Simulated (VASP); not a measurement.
OSZICAR of a VASP run on Al₃₅N₃₅Si:

OSZICAR:
```
       N       E                     dE             d eps       ncg     rms          rms(c)
DAV:   1    -0.610257387790E+03   -0.61026E+03   -0.17586E+01   872   0.851E+00    0.489E+01
DAV:   2    -0.610377958393E+03   -0.12057E+00   -0.37929E-01   824   0.142E+00    0.338E+01
DAV:   3    -0.610359703542E+03    0.18255E-01   -0.95843E-03   824   0.257E-01    0.207E+01
DAV:   4    -0.610352115949E+03    0.75876E-02   -0.38937E-03   816   0.132E-01    0.123E+01
DAV:   5    -0.610349763369E+03    0.23526E-02   -0.88391E-04   800   0.646E-02    0.720E+00
DAV:   6    -0.610348948931E+03    0.81444E-03   -0.23993E-04   788   0.408E-02    0.416E+00
DAV:   7    -0.610348685581E+03    0.26335E-03   -0.94359E-05   804   0.257E-02    0.240E+00
DAV:   8    -0.610348602848E+03    0.82733E-04   -0.23454E-05   516   0.143E-02    0.140E+00
DAV:   9    -0.610348578184E+03    0.24664E-04   -0.15775E-05   408   0.117E-02    0.804E-01
DAV:  10    -0.610348573266E+03    0.49182E-05   -0.60009E-06   416   0.651E-03
   1 F= -.61034857E+03 E0= -.61034857E+03  d E =-.142856E-15  mag=     2.0000
```

**Question.** Which electronic solver shows in the log?

**Answer.** It is blocked Davidson (ALGO = Normal, or the opening steps of other solvers). The INCAR had ALGO = Normal.

**Question.** How was spin treated?

**Answer.** Collinear spin (ISPIN = 2): the summary line carries one mag value, 2.00 μB in the cell.

**Question.** Can the final energy be trusted as converged?

**Answer.** The calculation finished and met its thresholds. It stopped with EDIFF = 1E-5, NELM = 50 (HSE06 screened hybrid, plane waves, VASP's PBE PAW potentials (set 64)).  The supercell is sampled at Γ alone, which is coarse: total energies, pressure and levels can be off, energies of defects by several tenths of an eV.

The cell is a supercell with a defect, built from AlN (wurtzite): Si_Al-vac_N. The cell's shape comes from a PBE relaxation. The total moment is imposed (NUPDOWN), so this need not be the lowest spin state.
